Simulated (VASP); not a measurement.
Input:

```
BaTiO3
1.0
    4.07702     0.00000     0.00000
    0.00000     4.07702     0.00000
    0.00000     0.00000     4.07702
Ba Ti O
1 1 3
Cartesian
  0.00000   0.00000   0.00000
  2.03851   2.03851   2.03851
  2.03851   0.00000   2.03851
  0.00000   2.03851   2.03851
  2.03851   2.03851   0.00000
```

The numbers are results of r2SCAN+rVV10, VASP's PBE PAW potentials (set 64) (plane waves; VASP), not measurements. Run with 520 eV cut-off, 6×6×6 Γ-centred mesh, Gaussian smearing of 0.050 eV, potentials Ba_sv Ti_sv O.

Q: Give the stress tensor in GPa (positive for a compressed cell).

A: 
```
-9.43   0.00   0.00
 0.00  -9.43   0.00
 0.00   0.00  -9.43
```
The pressure is its mean diagonal, -9.43 GPa.

The compound is BaTiO3 in the cubic perovskite structure, the ideal cubic form; the compound distorts at low or room temperature. This cell is one point of a volume scan, at 1.06 of the reference volume.
